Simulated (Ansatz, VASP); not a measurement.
**MgCdC2O6 (MgCdC2O6 (R-3)) in two plane-wave programs**

One calculation is typed for both programs; each brings its own data sets. How far apart do they land? The two relaxations start from unlike cells of this crystal (the structure described is Ansatz's start), so only their ends are compared.

Method: plane waves, with VASP 6.6.1 beside it; relaxation of cell and atoms at PBEsol, in Ansatz 0.2.0.

### 1. The starting structure

It takes space group R-3 (No. 148, trigonal). The conventional cell has a = 4.858 Å, b = 4.858 Å, c = 15.766 Å, α = 90.00°, β = 90.00°, γ = 120.00°. Mg has 6 O at 2.11 Å nearest. Cd has 6 O at 2.36 Å nearest. C has 3 O at 1.30 Å nearest. Nearest to O lie 1 C at 1.30 Å and 1 Mg at 2.11 Å and 1 Cd at 2.36 Å. Farther neighbours and most contacts between anions are not listed.

### 2. VASP: relaxation of cell and atoms, PBEsol

The relaxed volume is the usual yardstick between codes: in a stiff, nearly cubic crystal its relative difference is about their pressure difference at one cell divided by the bulk modulus.

Lines of VASP's logs that name or quote its potential files are left out, and so is its time.

INCAR reads:

```
SYSTEM = MgCdC2O6
PREC = Accurate
ENCUT = 600
EDIFF = 1E-07
NELM = 120
ISMEAR = 0
SIGMA = 0.01
LREAL = .FALSE.
ALGO = Normal
GGA = PS
NBANDS = 39
LORBIT = 11
LWAVE = .FALSE.
LCHARG = .FALSE.
ISIF = 3
IBRION = 2
NSW = 80
EDIFFG = -0.005
LASPH = .TRUE.
GGA_COMPAT = .FALSE.
NELMIN = 4
EFERMI = MIDGAP
KPAR = 2
```

POSCAR reads:

```
MgCdC2O6
1.0
    2.3985984221      1.3848316606      5.1495972042
   -2.3985984617      1.3848315921      5.1495972042
    0.0000000395     -2.7696632527      5.1495972042
Mg Cd C O
1 1 2 6
Direct
    0.5000000634      0.5000000634      0.5000000634
    0.0000000000      0.0000000000      0.0000000000
    0.2449544131      0.2449544131      0.2449544131
    0.7550456503      0.7550456503      0.7550456503
    0.4994628647      0.9627693917      0.2738072789
    0.9627692544      0.2738072733      0.4994630076
    0.2738074162      0.4994628703      0.9627692488
    0.5005372621      0.0372307351      0.7261928480
    0.0372308724      0.7261928536      0.5005371193
    0.7261927107      0.5005372566      0.0372308780
```

KPOINTS reads:

```
Automatic mesh
0
Gamma
7 7 7
0 0 0
```

PAW data sets: Mg, Cd, C and O (PBE family, release 64).

Launch:

```
mpirun -np 2 vasp_std
```

Numbers of over 12 decimals in the logs are rounded to 6 here.

What it wrote:

```text
[banner, memory and clock lines left out]
running    2 mpi-ranks, on    1 nodes
 distrk:  each k-point on    1 cores,    2 groups
 distr:  one band on    1 cores,    1 groups

 POSCAR found type information on POSCAR MgCdC O
 POSCAR found :  4 types and      10 ions
|                                                                             |
|               ----> ADVICE to this user running VASP <----                  |
|                                                                             |
|     You enforced a specific xc type in the INCAR file but a different       |
|     [... a line on the potential file left out ...]
|     I HOPE YOU KNOW WHAT YOU ARE DOING!                                     |
|                                                                             |

 LDA part: xc-table for (Slater+PW92), standard interpolation
 POSCAR, INCAR and KPOINTS ok, starting setup
 FFT: planning ... GRIDC
 FFT: planning ... GRID_SOFT
 FFT: planning ... GRID
 WAVECAR not read
 entering main loop
       N       E                     dE             d eps       ncg     rms          rms(c)
DAV:   1     0.441621289214E+03    0.44162E+03   -0.34766E+04  4696   0.162E+03
DAV:   2    -0.472734952506E+02   -0.48889E+03   -0.47224E+03  5557   0.376E+02
DAV:   3    -0.769158628697E+02   -0.29642E+02   -0.29487E+02  5840   0.100E+02
DAV:   4    -0.772084260602E+02   -0.29256E+00   -0.29228E+00  5589   0.106E+01
DAV:   5    -0.772125930210E+02   -0.41670E-02   -0.41667E-02  5768   0.120E+00    0.175E+01
DAV:   6    -0.710305237712E+02    0.61821E+01   -0.19455E+01  5768   0.416E+01    0.942E+00
DAV:   7    -0.709807684001E+02    0.49755E-01   -0.22738E+00  5520   0.945E+00    0.585E+00
DAV:   8    -0.709320556911E+02    0.48713E-01   -0.45391E-01  5597   0.412E+00    0.110E+00
DAV:   9    -0.709171942270E+02    0.14861E-01   -0.12035E-01  5768   0.219E+00    0.329E-01
DAV:  10    -0.709172247843E+02   -0.30557E-04   -0.12649E-02  5616   0.958E-01    0.208E-01
DAV:  11    -0.709172745216E+02   -0.49737E-04   -0.81779E-04  5495   0.303E-01    0.875E-02
DAV:  12    -0.709174017545E+02   -0.12723E-03   -0.36233E-04  5543   0.117E-01    0.213E-02
DAV:  13    -0.709174095710E+02   -0.78164E-05   -0.55450E-05  5979   0.911E-02    0.151E-02
DAV:  14    -0.709174093406E+02    0.23042E-06   -0.60473E-06  5705   0.317E-02    0.315E-03
DAV:  15    -0.709174096309E+02   -0.29034E-06   -0.43332E-07  5498   0.409E-03    0.121E-03
DAV:  16    -0.709174097268E+02   -0.95949E-07   -0.99563E-08  3711   0.187E-03
   1 F= -.70917410E+02 E0= -.70917410E+02  d E =-.709174E+02
[...]
2 F= -.70917412E+02 E0= -.70917412E+02  d E =-.210834E-05
[...]
3 F= -.70917425E+02 E0= -.70917425E+02  d E =-.148327E-04
 curvature:  -0.26 expect dE=-0.126E-04 dE for cont linesearch -0.229E-09
 trial: gam= 0.86254 g(F)=  0.417E-04 g(S)=  0.752E-05 ort =-0.226E-06 (trialstep = 0.567E+00)
 search vector abs. value=  0.914E-04
 bond charge predicted
       N       E                     dE             d eps       ncg     rms          rms(c)
DAV:   1    -0.709175409133E+02   -0.11634E-03   -0.58808E-03  4694   0.507E-01    0.734E-02
DAV:   2    -0.709174481396E+02    0.92774E-04   -0.37432E-04  5520   0.124E-01    0.240E-02
DAV:   3    -0.709174386788E+02    0.94608E-05   -0.23268E-05  5856   0.406E-02    0.159E-02
DAV:   4    -0.709174373979E+02    0.12809E-05   -0.46206E-06  5952   0.149E-02    0.758E-03
DAV:   5    -0.709174368772E+02    0.52063E-06   -0.89653E-07  5552   0.595E-03    0.121E-03
DAV:   6    -0.709174368242E+02    0.53002E-07   -0.10250E-07  2991   0.291E-03
   4 F= -.70917437E+02 E0= -.70917437E+02  d E =-.122647E-04
 trial-energy change:   -0.000012  1 .order   -0.000012   -0.000028    0.000004
 step:   0.4995(harm=  0.4995)  dis= 0.00027  next Energy=   -70.917437 (dE=-0.122E-04)
 reached required accuracy - stopping structural energy minimisation
```

Parts of OUTCAR (step 2):

```text
ion  position               nearest neighbor table
   1  0.500  0.500  0.500-  10 2.08   7 2.08   9 2.08   6 2.08   8 2.08   5 2.08
   2  0.000  0.000  0.000-   6 2.31   5 2.31   7 2.31   9 2.31   8 2.31  10 2.31
   3  0.245  0.245  0.245-   5 1.29   7 1.29   6 1.29
   4  0.755  0.755  0.755-   8 1.29  10 1.29   9 1.29
   5  0.499  0.963  0.274-   3 1.29   1 2.08   2 2.31
   6  0.963  0.274  0.499-   3 1.29   1 2.08   2 2.31
   7  0.274  0.499  0.963-   3 1.29   1 2.08   2 2.31
   8  0.501  0.037  0.726-   4 1.29   1 2.08   2 2.31
   9  0.037  0.726  0.501-   4 1.29   1 2.08   2 2.31
  10  0.726  0.501  0.037-   4 1.29   1 2.08   2 2.31

  LATTYP: Found a trigonal (rhomboedric) cell.
 ALAT       =     5.8471689290
 COS(alpha) =     0.6634466801

 Subroutine GETGRP returns: Found  6 space group operations
 (whereof  6 operations were pure point group operations)

The static configuration has the point symmetry S_6 .

 Found     60 irreducible k-points:

   k-points           NKPTS =     60   k-points in BZ     NKDIM =     60   number of bands    NBANDS=     39

   dimension x,y,z NGX =    48 NGY =   48 NGZ =   48
   dimension x,y,z NGXF=    96 NGYF=   96 NGZF=   96

   ENCUT  =  600.0 eV  44.10 Ry    6.64 a.u.  11.68 11.68 11.68*2*pi/ulx,y,z

   NELECT =      58.0000    total number of electrons

 k-points in reciprocal lattice and weights: Automatic mesh
   0.00000000  0.00000000  0.00000000       0.003
   0.14285714  0.00000000  0.00000000       0.017
   0.28571429  0.00000000  0.00000000       0.017
   0.42857143 -0.00000000  0.00000000       0.017
   0.14285714  0.14285714  0.00000000       0.017
   0.28571429  0.14285714  0.00000000       0.017
  -0.28571429  0.00000000 -0.14285714       0.017
   0.42857143  0.14285714  0.00000000       0.017
  -0.42857143  0.00000000 -0.14285714       0.017
[...]
0.42857143  0.42857143  0.42857143       0.006
  -0.42857143  0.42857143  0.42857143       0.017

 average (electrostatic) potential at core
       1 -36.7508       2 -37.4746       3 -55.1954       4 -55.1954       5 -72.8325
       6 -72.8325       7 -72.8325       8 -72.8324       9 -72.8324      10 -72.8324

 E-fermi :   3.3868

 k-point     1 :       0.0000    0.0000    0.0000
  band No.  band energies     occupation
    ...
     25       0.5252      2.00000
     26       0.5252      2.00000
     27       0.5342      2.00000
     28       0.6849      2.00000
     29       0.6849      2.00000
     30       5.2509      0.00000
     31       6.7221      0.00000
     32       7.1240      0.00000
     33      10.3905      0.00000
     34      11.5447      0.00000
    ...

 k-point     2 :       0.1429    0.0000    0.0000
  band No.  band energies     occupation
    ...
     25       0.2054      2.00000
     26       0.4415      2.00000
     27       0.5725      2.00000
     28       0.6583      2.00000
     29       0.8593      2.00000
     30       5.5071      0.00000
     31       6.7873      0.00000
     32       7.2181      0.00000
     33      10.5090      0.00000
     34      10.7959      0.00000
    ...

 k-point     3 :       0.2857    0.0000    0.0000
  band No.  band energies     occupation
    ...
     25       0.1734      2.00000
     26       0.3947      2.00000
     27       0.5486      2.00000
     28       0.7552      2.00000
     29       1.2264      2.00000
     30       6.0358      0.00000
     31       6.9186      0.00000
     32       7.4430      0.00000
     33       9.8802      0.00000
     34      10.9660      0.00000
    ...

  Total       -0.0052400     -0.0052400      0.0000138     -0.0000003      0.0000000     -0.0000000
  in kB       -0.0817278     -0.0817278      0.0002147     -0.0000044      0.0000000     -0.0000000
  external PRESSURE =      -0.0544136 kB  Pullay stress =       0.0000000 kB

  energy-cutoff  :      600.00
  volume of cell :      102.72
      direct lattice vectors                 reciprocal lattice vectors
     2.399266289  1.385217261  5.151438706     0.208397039  0.120318076  0.064706843
    -2.399266335  1.385217182  5.151438706    -0.208397043  0.120318069  0.064706843
     0.000000046 -2.770434443  5.151438706     0.000000004 -0.240636146  0.064706843

 POSITION                                       TOTAL-FORCE (eV/Angst)
 -----------------------------------------------------------------------------------
     -0.00000      0.00000      7.72716        -0.000000     -0.000000      0.000000
      2.39927     -1.38522     10.30288        -0.000000      0.000000      0.000000
     -0.00000     -0.00000      3.78554         0.000000      0.000000     -0.002698
     -0.00000      0.00000     11.66878        -0.000000      0.000000      0.002698
     -1.11189      1.26692      8.94291         0.001768      0.000106     -0.000614
      1.65313      0.32946      8.94291        -0.000792     -0.001584     -0.000614
     -0.54124     -1.59638      8.94291        -0.000976      0.001478     -0.000614
      1.11189     -1.26692      6.51141        -0.001768     -0.000106      0.000614
     -1.65313     -0.32946      6.51141         0.000792      0.001584      0.000614
      0.54124      1.59638      6.51141         0.000976     -0.001478      0.000614
 -----------------------------------------------------------------------------------
    total drift:                                0.000000      0.000000     -0.008378

  FREE ENERGIE OF THE ION-ELECTRON SYSTEM (eV)
  ---------------------------------------------------
  free  energy   TOTEN  =       -70.9174368242 eV

  energy  without entropy=      -70.9174368242  energy(sigma->0) =      -70.91743682

 reached required accuracy - stopping structural energy minimisation

 total charge
# of ion       s       p       d       tot
------------------------------------------
    1        0.128   0.154   0.068   0.350
    2        0.287   0.235   9.668  10.190
    3        0.847   1.698   0.000   2.545
    4        0.847   1.698   0.000   2.545
    5        1.556   3.596   0.000   5.152
    6        1.556   3.596   0.000   5.152
    7        1.556   3.596   0.000   5.152
    8        1.556   3.596   0.000   5.152
    9        1.556   3.596   0.000   5.152
   10        1.556   3.596   0.000   5.152
--------------------------------------------------
tot         11.443  25.360   9.735  46.539

[... 3 further parts left out ...]
```

CONTCAR:

```
MgCdC2O6
   1.00000000000000
     2.3992662889457423    1.3852172611190607    5.1514387060102944
    -2.3992663348449565    1.3852171817085546    5.1514387060103051
     0.0000000457991507   -2.7704344428276153    5.1514387060102997
  Mg              Cd              C               O
     1     1     2     6
Direct
     0.5000000634000017    0.5000000634000017    0.5000000634000017
     1.0000000000000000    0.0000000000000000    1.0000000000000000
     0.2449501087358859    0.2449501087358859    0.2449501087358859
     0.7550499546641087    0.7550499546641087    0.7550499546641087
     0.4993867252638671    0.9628153308859473    0.2738005206246439
     0.9628151935859484    0.2738005150246432    0.4993868681638665
     0.2738006579246427    0.4993867308638678    0.9628151879859478
     0.5006134015361362    0.0371847959140562    0.7261996062753542
     0.0371849332140551    0.7261996118753549    0.5006132587361314
     0.7261994689753554    0.5006133960361303    0.0371849388140557
```

(Continued in part 2 of 2.)

[Lines on the potential files, build, host, timing and source positions are cut from VASP's logs without a mark.]

[Logs are printed without paths, hosts, clocks, repeated set-up lines and the standing remarks that a program may print on its own settings, such as how far it seeks lower states.]

[Hosts, paths, dates, database ids (printed as entryN), source tags and the programs' standing remarks are cut or masked in the printed files.]
